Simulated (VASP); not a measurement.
Here is a VASP 6.6.1 calculation.

File INCAR:

```
PREC     = Accurate       # precision mode
ENCUT    = 450            # plane-wave cutoff, eV
EDIFF    = 1E-7           # SCF threshold, eV
ISMEAR   = 0              # smearing method
SIGMA    = 0.02           # smearing width, eV
LREAL    = False          # projectors in reciprocal space
LASPH    = True           # aspherical terms in the spheres
NELM     = 60             # most SCF steps
ALGO     = Normal         # electronic algorithm
ISIF     = 2              # what is computed and relaxed
LWAVE    = False          # write WAVECAR
LCHARG   = False          # write CHGCAR
GGA      = PE             # functional
```

KPOINTS

```
regular mesh
0
Gamma
  10 10 10
```

POSCAR

```
AlN
1.0
    0.0000000000      2.1839935600      2.1839935600
    2.1839935600      0.0000000000      2.1839935600
    2.1839935600      2.1839935600      0.0000000000
Al N
1 1
Direct
    0.0000000000      0.0000000000      0.0000000000
    0.7500000000      0.7500000000      0.7500000000
```

Potentials or basis: VASP PAW PBE potentials, release 64 (Al, N).

Launch:

```console
$ cat potpaw_PBE.64/Al/POTCAR potpaw_PBE.64/N/POTCAR > POTCAR
$ mpirun -np 1 vasp_std > vasp.out
```

Estimate the band gap on the k mesh.

3.32 eV, indirect (least direct gap 4.20 eV).

 Expect the measured gap to be larger: semilocal functionals such as PBE lack the derivative discontinuity.
